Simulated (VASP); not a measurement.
A run of VASP 6.6.1:

File INCAR:

```
  PREC = Accurate
  ENCUT = 600
  EDIFF = 1E-6
  ISMEAR = 0
  SIGMA = 0.03
  LREAL = F
  LASPH = T
  NELM = 80
  ALGO = Normal
  ISIF = 3
  LWAVE = F
  LCHARG = F
  GGA = PE
  IBRION = 2
  NSW = 90
  EDIFFG = -0.01
```

Contents of KPOINTS:

```
regular mesh
0
Gamma
  12 12 12
```

POSCAR

```
CaO
1.0
    0.0000000000      2.4065000000      2.4065000000
    2.4065000000      0.0000000000      2.4065000000
    2.4065000000      2.4065000000      0.0000000000
Ca O
1 1
Direct
    0.0000000000      0.0000000000      0.0000000000
    0.5000000000      0.5000000000      0.5000000000
```

Potentials or basis: VASP PAW PBE potentials, release 64 (Ca_sv, O).

Command:

```sh
$ cat potpaw_PBE.64/Ca_sv/POTCAR potpaw_PBE.64/O/POTCAR > POTCAR
$ mpirun -np 1 vasp_std > vasp.out
```

Hardware: 1 thread of Intel(R) Xeon(R) Platinum 8488C (Sapphire Rapids) (shared host).

Task: How long does it take, and how much memory?

Result: Run time: 45 s on 1 thread of Intel(R) Xeon(R) Platinum 8488C (Sapphire Rapids), on a shared host, peak memory 0.18 GiB. Counts: scf iterations 29, k points 72, ion steps 3.
